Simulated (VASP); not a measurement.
Here is the system:

```xyz
8
Lattice="0.0000 3.1312 3.1312 3.1312 0.0000 3.1312 12.5817 12.5817 -0.0569" Properties=species:S:1:pos:R:3 pbc="T T T"
Zn     3.2007     3.2007     6.1930
Zn     3.0900     3.0900     0.0412
Te     1.5706     1.5706     1.5606
Te     4.5953     4.5953     1.6671
Te     7.8714     7.8714     1.5223
Te    11.1361    11.1361     1.3888
Cd     6.2090     6.2090     0.0534
Cd    12.6112    12.6112     6.1761
```

These are PBEsol GGA, VASP's PBE PAW potentials (set 64) (plane waves; VASP) values and carry that method's errors. Run with 400 eV cut-off, 7×7×2 Γ-centred mesh, tetrahedra with Blöchl corrections, potentials Zn Te Cd.

The cores are frozen, which limits the accuracy of field gradients.

Task: Give the principal components of the electric field gradient (V/Å²) and the asymmetry η at each nucleus.

Result: 
| atom | Vxx | Vyy | Vzz | η |
|---|---|---|---|---|
| Zn1 | 2.1 | 2.1 | -4.3 | 0.00 |
| Zn2 | 3.9 | 3.9 | -7.8 | 0.00 |
| Te3 | 25.4 | 25.4 | -50.7 | 0.00 |
| Te4 | 16.5 | 16.5 | -33.0 | 0.00 |
| Te5 | -38.0 | -38.0 | 75.9 | 0.00 |
| Te6 | -28.8 | -28.8 | 57.6 | 0.00 |
| Cd7 | 2.3 | 2.3 | -4.6 | 0.00 |
| Cd8 | -1.1 | -1.1 | 2.2 | 0.00 |

The structure was generated: Cd2Zn2Te4 was put into an ordered model structure (R3m), which need not be its known phase. It was relaxed first.
